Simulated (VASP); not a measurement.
## RuSb (relaxed from the CsCl type structure, space group Pm-3m): computed properties

Calculation: PBEsol GGA, VASP's PBE PAW potentials (set 64) (plane waves; VASP 6.6.1).

For RuSb, the space group is Pm-3m (221) and the cell comes out as a = b = c = 3.231 Å, α = β = γ = 90.00°. The volume per atom is 16.87 Å^3/atom, the band gap (over mesh and band path) is none (metal, semimetal or under 0.01 eV) and the density is 10.97 g/cm³.

```yaml
crystal:
  lattice:
    - [3.23132, 0.00000, 0.00000]
    - [0.00000, 3.23132, 0.00000]
    - [0.00000, 0.00000, 3.23132]
  atoms:
    - { symbol: Ru, position: [0.00000, 0.00000, 0.00000] }
    - { symbol: Sb, position: [0.50000, 0.50000, 0.50000] }
```

Unless said otherwise, spin-orbit coupling is left out, though it shifts the bands of the heavy elements here.

The structure was generated: RuSb was put into the CsCl type type (Pm-3m), which need not be its known phase. It was relaxed first, which changed the volume by -34 %. Symmetry was kept, so distortions that lower it aren't found. The electron count is odd and the run is not spin-polarised, which forces a metal.
